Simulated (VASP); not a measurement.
These are PBE GGA, VASP's PBE PAW potentials (set 64) (plane waves; VASP) values and carry that method's errors.

Input for VASP

File POSCAR:
```
BAs
1
    0.0000000000     2.4554494520     2.4554494520
    2.4554494520     0.0000000000     2.4554494520
    2.4554494520     2.4554494520     0.0000000000
B As
1 1
Direct
  0.0000000000   0.0000000000   0.0000000000
  0.2500000000   0.2500000000   0.2500000000
```

INCAR:
```
! general
SYSTEM  = BAs
PREC    = Accurate
ENCUT   = 520   ! plane-wave cut-off (eV)
LREAL   = .FALSE.   ! projection in real space or not
LASPH   = .TRUE.   ! aspherical one-centre terms

! electronic loop
EDIFF   = 1E-7   ! SCF stop (eV)
NELM    = 100   ! most electronic steps
ALGO    = Normal
LMAXMIX = 4   ! l cut-off of mixed one-centre charges

! smearing
ISMEAR  = 0   ! Gaussian
SIGMA   = 0.05   ! width (eV)

! functional
GGA     = PE

! ions
ISIF    = 2   ! forces and stress, cell fixed

! output
LWAVE   = .FALSE.
LCHARG  = .FALSE.
```

File KPOINTS:
```
kpoints
0
Gamma
9 9 9
0 0 0
```

POTCAR, in this order: B As (PBE.64 set). Program: vasp_std.

### Question
What will the output report for the number of irreducible k-points (NKPTS), largest plane-wave count, number of space-group operations, FFT grid (NGX, NGY, NGZ)?

### Answer

The number of irreducible k-points (NKPTS) is 35 and the largest plane-wave count is 821. The number of space-group operations is 24. The FFT grid (NGX, NGY, NGZ) is 28 × 28 × 28.

The compound is BAs in the zinc blende structure. This cell is one point of a volume scan, at 1.06 of the reference volume.
